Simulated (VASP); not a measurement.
```
MoTe2
1.0
    1.74825    -3.02806     0.00000
    1.74825     3.02806     0.00000
    0.00000     0.00000    13.89552
Te Mo
4 2
Direct
  0.33333   0.66667   0.87934
  0.66667   0.33333   0.37934
  0.66667   0.33333   0.12066
  0.33333   0.66667   0.62066
  0.33333   0.66667   0.25000
  0.66667   0.33333   0.75000
```

Method: optB86b-vdW, VASP's PBE PAW potentials (set 64) (plane waves; VASP). Settings: 520 eV cut-off, 7×7×2 Γ-centred mesh, Gaussian smearing of 0.050 eV, potentials Te Mo_sv.

Problem. The ions and cell shape at fixed volume are relaxed. Give the cell that the relaxation ends in.

Solution. 
```
MoTe2
1.0
    1.75554    -3.04069     0.00000
    1.75554     3.04069     0.00000
    0.00000     0.00000    13.78035
Te Mo
4 2
Direct
  0.33333   0.66667   0.88192
  0.66667   0.33333   0.38192
  0.66667   0.33333   0.11808
  0.33333   0.66667   0.61808
  0.33333   0.66667   0.25000
  0.66667   0.33333   0.75000
```
Space group P6_3/mmc (194), at a tolerance of 0.03 Å.

Problem. How much energy does the relaxation gain?

Solution. The energy (σ→0) changes by -4.3 meV/atom, in 5 ionic steps.

```tsv
step	E(σ→0) (eV)	max force (eV/Å)	pressure (GPa)	volume (Å³)
1	-23.1299	0.414	3.26	147.12
2	-23.1482	0.058	1.94	147.12
3	-23.1482	0.053	1.93	147.12
4	-23.1532	0.034	1.69	147.12
5	-23.1558	0.002	1.34	147.12
```

The compound is MoTe2 in the 2H layered structure. This cell is one point of a volume scan, at 0.97 of the reference volume. Symmetry was kept, so distortions that lower it aren't found.
